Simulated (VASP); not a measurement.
A convergence study with VASP on Te (space group no. 152 when undisturbed): one setting is varied, all else stays as given below, so the limit is that of these other settings. One atom is moved off its site, so that forces are finite.

```yaml
crystal:
  lattice:
    - [2.21885, -3.84316, 0.00000]
    - [2.21885, 3.84316, 0.00000]
    - [0.00000, 0.00000, 5.90035]
  atoms:
    - { symbol: Te, position: [0.00000, 0.26300, 0.66667] }
    - { symbol: Te, position: [0.74827, 0.74827, 0.00000] }
    - { symbol: Te, position: [0.26300, 0.00000, 0.33333] }
```

All values below come from LDA (Ceperley-Alder, Perdew-Zunger), VASP's LDA PAW potentials (set 64) (plane waves; VASP). The tightest run used: 300 eV cut-off, 17×17×11 Γ-centred mesh, Fermi-Dirac smearing of 0.020 eV, potentials Te.

Q: The settings run are 2×2×1 mesh; 2×2×2 mesh; 3×3×2 mesh; 4×4×2 mesh; 4×4×3 mesh; 5×5×3 mesh; 6×6×4 mesh; 7×7×5 mesh; 8×8×5 mesh; 8×8×6 mesh; 9×9×6 mesh; 10×10×7 mesh; 11×11×7 mesh; 12×12×8 mesh; 14×14×9 mesh; 15×15×10 mesh; 17×17×11 mesh. From which on does the stress (every component) stay within 0.5 GPa of the tightest run?

A: From 4×4×2 mesh on: it is off by 0.13 there and by no more than 0.5 in any finer run, while 3×3×2 mesh is off by 0.78.
```
setting        E (eV/atom)  pressure (GPa)  largest force (eV/Å)  irreducible k-points  difference judged (GPa)
-------------  -----------  --------------  --------------------  --------------------  -----------------------
2×2×1 mesh         -3.7492           -0.59                 1.191                     3                     6.98
2×2×2 mesh         -3.5690            1.22                 0.309                     6                     3.80
3×3×2 mesh         -3.7187            0.25                 0.253                     8                     0.78
4×4×2 mesh         -3.7674           -0.04                 0.421                    14                     0.13
4×4×3 mesh         -3.7617            0.04                 0.534                    17                     0.28
5×5×3 mesh         -3.7708           -0.04                 0.557                    24                     0.12
6×6×4 mesh         -3.7716           -0.07                 0.524                    47                     0.07
7×7×5 mesh         -3.7731           -0.08                 0.536                    72                     0.02
8×8×5 mesh         -3.7736           -0.08                 0.539                    93                     0.01
8×8×6 mesh         -3.7734           -0.08                 0.538                   114                     0.00
9×9×6 mesh         -3.7731           -0.08                 0.536                   140                     0.02
10×10×7 mesh       -3.7735           -0.09                 0.538                   196                     0.00
11×11×7 mesh       -3.7735           -0.08                 0.538                   234                     0.01
12×12×8 mesh       -3.7734           -0.08                 0.537                   320                     0.01
14×14×9 mesh       -3.7735           -0.08                 0.538                   477                     0.00
15×15×10 mesh      -3.7734           -0.08                 0.538                   608                     0.00
17×17×11 mesh      -3.7735           -0.08                 0.538                   846                     0.00
```

Left out are rungs that failed or repeat a setting and relaxations that didn't move; long series are thinned to 24 rows.

The structure is a typed Te crystal (space group no. 152). The cell was not relaxed at this level, it is distorted from the ideal structure.
